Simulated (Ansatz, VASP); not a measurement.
**Two plane-wave programs on Mg2ZnN2**

```
Mg Zn N
1.0
    -1.57905    1.57905    6.12210
     1.57905   -1.57905    6.12210
     1.57905    1.57905   -6.12210
Mg Zn N
2 1 2
Direct
  0.32787 0.32787 0.00000
  0.67213 0.67213 0.00000
  0.00000 0.00000 0.00000
  0.15054 0.15054 0.00000
  0.84946 0.84946 0.00000
```

Alike in both runs: functional PBE; k mesh 16 × 16 × 16; occupations gaussian, width 0.02 eV; no spin polarisation.

Ansatz relaxed the structure, and its values are those at the end. VASP's run is a single point on that final structure, the one shown.

|  | VASP | Ansatz |
| --- | --- | --- |
| version | VASP 6.6.1 | Ansatz 0.2.0 |
| potentials or method | VASP PAW PBE potentials, release 64 (Mg, Zn, N) | scalar-relativistic, plane waves, PAW |
| plane-wave cutoff (eV) | 520 | 420 |
| valence electrons in the cell | 26 | 42 |

|  | VASP | Ansatz | Ansatz less VASP |
| --- | --- | --- | --- |
| gap on the k mesh at the Fermi level (eV) | 0.49 | 0.49 | +0.002 |
| least direct gap on the mesh (eV) | 0.57 | 0.57 | +0.002 |
| pressure (GPa) | 0.0 | 0.0 | -0.03 |
| rms of the force components (eV/Å) | 0.047 | 0.002 | -0.0449 |

With one functional, cell and mesh, what is left measures potentials, basis and numerics. The two sets of potentials don't hold the same shells in valence.
